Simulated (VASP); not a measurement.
```yaml
crystal:
  lattice:
    - [3.88265, 0.00000, 0.00000]
    - [0.00000, 3.88265, 0.00000]
    - [0.00000, 0.00000, 7.45653]
  atoms:
    - { symbol: Sn, position: [0.00000, 0.50000, 0.00000] }
    - { symbol: Sn, position: [0.50000, 0.00000, 0.50000] }
    - { symbol: Ge, position: [0.00000, 0.00000, 0.25000] }
    - { symbol: Ge, position: [0.00000, 0.00000, 0.75000] }
```

Calculation: PBEsol GGA, VASP's PBE PAW potentials (set 64) (plane waves; VASP). Run with 400 eV cut-off, 9×9×5 Γ-centred mesh, tetrahedra with Blöchl corrections, potentials Sn_d Ge_d.

The cores are frozen, which limits the accuracy of field gradients.

Problem. Give the principal components of the electric field gradient (V/Å²) and the asymmetry η at each nucleus.

Solution. 
| atom | Vxx | Vyy | Vzz | η |
|---|---|---|---|---|
| Sn1 | -130.3 | -64.0 | 194.3 | 0.34 |
| Sn2 | -130.3 | -64.0 | 194.3 | 0.34 |
| Ge3 | 6.0 | 6.0 | -12.0 | 0.00 |
| Ge4 | 6.0 | 6.0 | -12.0 | 0.00 |

The structure was generated: SnGe was put into the PtS type (P4_2/mmc), which need not be its known phase. It was relaxed first.
